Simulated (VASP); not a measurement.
OSZICAR of a VASP run on MgH₂ (rutile):

OSZICAR:
```
       N       E                     dE             d eps       ncg     rms          rms(c)
DAV:   1     0.134111625739E+02    0.13411E+02   -0.32895E+03   384   0.851E+02
DAV:   2    -0.192251462257E+02   -0.32636E+02   -0.31425E+02   640   0.158E+02
DAV:   3    -0.207578313164E+02   -0.15327E+01   -0.15327E+01   616   0.423E+01
DAV:   4    -0.207727003876E+02   -0.14869E-01   -0.14869E-01   720   0.454E+00
DAV:   5    -0.207727220481E+02   -0.21661E-04   -0.21661E-04   640   0.189E-01    0.563E+00
DAV:   6    -0.216169773716E+02   -0.84426E+00   -0.49801E+00   384   0.348E+01    0.386E+00
DAV:   7    -0.229268149901E+02   -0.13098E+01   -0.42759E+00   432   0.221E+01    0.234E+00
DAV:   8    -0.225258577378E+02    0.40096E+00   -0.62866E-01   408   0.793E+00    0.823E-01
DAV:   9    -0.232051629475E+02   -0.67931E+00   -0.20387E-01   384   0.647E+00    0.628E-01
DAV:  10    -0.223523283557E+02    0.85283E+00   -0.25211E-01   384   0.685E+00    0.202E-01
DAV:  11    -0.222858370204E+02    0.66491E-01   -0.92958E-02   384   0.514E+00    0.473E-02
DAV:  12    -0.223302029912E+02   -0.44366E-01   -0.49236E-02   384   0.352E+00    0.426E-02
DAV:  13    -0.222990149194E+02    0.31188E-01   -0.23268E-02   384   0.265E+00    0.405E-02
DAV:  14    -0.222961342747E+02    0.28806E-02   -0.15205E-03   496   0.636E-01    0.573E-02
DAV:  15    -0.222834091572E+02    0.12725E-01   -0.47195E-03   384   0.151E+00    0.231E-02
DAV:  16    -0.222850158067E+02   -0.16066E-02   -0.35123E-03   384   0.126E+00    0.268E-02
DAV:  17    -0.222850734458E+02   -0.57639E-04   -0.27930E-04   400   0.349E-01    0.181E-02
DAV:  18    -0.222850867967E+02   -0.13351E-04   -0.68690E-05   384   0.180E-01    0.172E-02
DAV:  19    -0.222850704713E+02    0.16325E-04   -0.81388E-05   384   0.194E-01    0.565E-03
DAV:  20    -0.222850797881E+02   -0.93168E-05   -0.61933E-06   608   0.521E-02    0.476E-03
DAV:  21    -0.222850863884E+02   -0.66002E-05   -0.47356E-06   384   0.442E-02    0.274E-03
DAV:  22    -0.222850863803E+02    0.80925E-08   -0.63407E-07   384   0.158E-02
   1 F= -.22285086E+02 E0= -.22285086E+02  d E =-.222851E+02
       N       E                     dE             d eps       ncg     rms          rms(c)
DAV:   1    -0.222854094395E+02   -0.32305E-03   -0.27972E-03   496   0.403E-01    0.215E-02
DAV:   2    -0.222854082177E+02    0.12219E-05   -0.53811E-05   392   0.102E-01    0.142E-02
DAV:   3    -0.222854137171E+02   -0.54995E-05   -0.82788E-05   384   0.103E-01    0.453E-03
DAV:   4    -0.222854098300E+02    0.38871E-05   -0.14334E-05   384   0.432E-02    0.173E-03
DAV:   5    -0.222854100425E+02   -0.21251E-06   -0.79561E-07   448   0.128E-02    0.147E-03
DAV:   6    -0.222854096748E+02    0.36775E-06   -0.76066E-07   384   0.922E-03    0.182E-04
DAV:   7    -0.222854096791E+02   -0.43519E-08   -0.69754E-08   192   0.418E-03
   2 F= -.22285410E+02 E0= -.22285410E+02  d E =-.323299E-03
       N       E                     dE             d eps       ncg     rms          rms(c)
DAV:   1    -0.222857690457E+02   -0.35937E-03   -0.19524E-02   496   0.107E+00    0.567E-02
DAV:   2    -0.222857574253E+02    0.11620E-04   -0.35985E-04   408   0.260E-01    0.374E-02
DAV:   3    -0.222857900427E+02   -0.32617E-04   -0.55092E-04   384   0.266E-01    0.116E-02
DAV:   4    -0.222857691717E+02    0.20871E-04   -0.92869E-05   384   0.110E-01    0.450E-03
DAV:   5    -0.222857709308E+02   -0.17591E-05   -0.57399E-06   464   0.347E-02    0.387E-03
DAV:   6    -0.222857678540E+02    0.30768E-05   -0.38987E-06   384   0.201E-02    0.844E-04
DAV:   7    -0.222857678546E+02   -0.60469E-09   -0.18002E-06   400   0.181E-02    0.703E-04
DAV:   8    -0.222857678332E+02    0.21393E-07   -0.15394E-08   208   0.200E-03
   3 F= -.22285768E+02 E0= -.22285768E+02  d E =-.681453E-03
```

Task: Which electronic solver shows in the log?

Result: It is blocked Davidson (ALGO = Normal, or the opening steps of other solvers). The INCAR had ALGO = Normal.

Task: Can the final energy be trusted as converged?

Result: The calculation finished and met its thresholds. It stopped with EDIFF = 1E-7, NELM = 100, NSW = 30 and EDIFFG = -0.01 after 3 ionic steps (revTPSS meta-GGA, plane waves, VASP's PBE PAW potentials (set 64)).

The compound is MgH2 in the rutile structure. This cell is one point of a volume scan, at 1.06 of the reference volume. Symmetry was kept, so distortions that lower it aren't found.
